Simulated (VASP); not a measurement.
OSZICAR of a VASP run on Ge (diamond):

**OSZICAR**
```
       N       E                     dE             d eps       ncg     rms          rms(c)
DAV:   1     0.168217600964E+03    0.16822E+03   -0.15450E+04  2638   0.422E+03
DAV:   2     0.183687724493E+02   -0.14985E+03   -0.14786E+03  2592   0.529E+02
DAV:   3    -0.189418067260E+01   -0.20263E+02   -0.20117E+02  2832   0.147E+02
DAV:   4    -0.255543368245E+01   -0.66125E+00   -0.65963E+00  2970   0.304E+01
DAV:   5    -0.256706640308E+01   -0.11633E-01   -0.11632E-01  2888   0.418E+00    0.298E+00
DAV:   6    -0.250282699269E+01    0.64239E-01   -0.29614E-02  2784   0.151E+00    0.178E+00
DAV:   7    -0.246777730446E+01    0.35050E-01   -0.70699E-02  2780   0.226E+00    0.153E-01
DAV:   8    -0.246926810598E+01   -0.14908E-02   -0.51553E-03  2790   0.932E-01    0.519E-02
DAV:   9    -0.246932107731E+01   -0.52971E-04   -0.19139E-04  3118   0.216E-01    0.142E-02
DAV:  10    -0.246932995256E+01   -0.88753E-05   -0.31903E-05  2828   0.889E-02    0.663E-03
DAV:  11    -0.246933094206E+01   -0.98950E-06   -0.51787E-06  3012   0.389E-02    0.961E-04
DAV:  12    -0.246933102979E+01   -0.87729E-07   -0.12080E-07  2126   0.388E-03
   1 F= -.24693310E+01 E0= -.24693310E+01  d E =0.000000E+00
```

Task: Which electronic solver shows in the log?

Result: It is blocked Davidson (ALGO = Normal, or the opening steps of other solvers). The INCAR had ALGO = Normal.

Task: Can the final energy be trusted as converged?

Result: The calculation finished and met its thresholds. It stopped with EDIFF = 1E-7, NELM = 100 (optB86b-vdW, plane waves, VASP's PBE PAW potentials (set 64)).

The compound is Ge in the diamond structure. It was relaxed first.
